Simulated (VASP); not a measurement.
All values below come from PBE GGA, VASP's PBE PAW potentials (set 64) (plane waves; VASP).

VASP input:

### POSCAR
```
InAs
1
    0.0000000000     3.0906000000     3.0906000000
    3.0906000000     0.0000000000     3.0906000000
    3.0906000000     3.0906000000     0.0000000000
In As
1 1
Direct
  0.0000000000   0.0000000000   0.0000000000
  0.2500000000   0.2500000000   0.2500000000
```

**INCAR**
```
SYSTEM = InAs
PREC = Accurate
ENCUT = 250
EDIFF = 1E-6
NELM = 100
ALGO = Normal
LREAL = .FALSE.
LASPH = .TRUE.
ISMEAR = 0
SIGMA = 0.05
GGA = PE
LMAXMIX = 4
LWAVE = .FALSE.
LCHARG = .FALSE.
ISIF = 2
```

KPOINTS:
```
Automatic
0
Gamma
 7 7 7
```

POTCAR, in this order: In_d As (PBE.64 set). Program: vasp_std.

Unless said otherwise, spin-orbit coupling is left out, though it shifts the bands of the heavy elements here.

Task: Estimate the energy per atom (σ→0), band gap (on the k-mesh).

Result: 
```yaml
energy per atom (σ→0): -3.855 eV/atom
band gap (on the k-mesh): none (metal, semimetal or under 0.01 eV)
```

OSZICAR:
```
...
DAV:   7    -0.770880494440E+01    0.20063E-01   -0.12709E-01   723   0.299E+00    0.707E-01
DAV:   8    -0.770992730248E+01   -0.11224E-02   -0.11915E-02   615   0.145E+00    0.159E-01
DAV:   9    -0.771054529002E+01   -0.61799E-03   -0.11014E-03   645   0.408E-01    0.998E-02
DAV:  10    -0.771067686133E+01   -0.13157E-03   -0.16790E-04   641   0.159E-01    0.643E-02
DAV:  11    -0.771072721441E+01   -0.50353E-04   -0.14955E-04   560   0.124E-01    0.456E-02
DAV:  12    -0.771072714202E+01    0.72385E-07   -0.10119E-05   585   0.259E-02    0.116E-02
DAV:  13    -0.771072738401E+01   -0.24198E-06   -0.23788E-06   620   0.863E-03
   1 F= -.77107274E+01 E0= -.77106149E+01  d E =-.224872E-03
```

The compound is InAs in the zinc blende structure. The cell was not relaxed at this level. The run is one of a series of settings (ENCUT = 250 against the base run), some of them coarse on purpose.
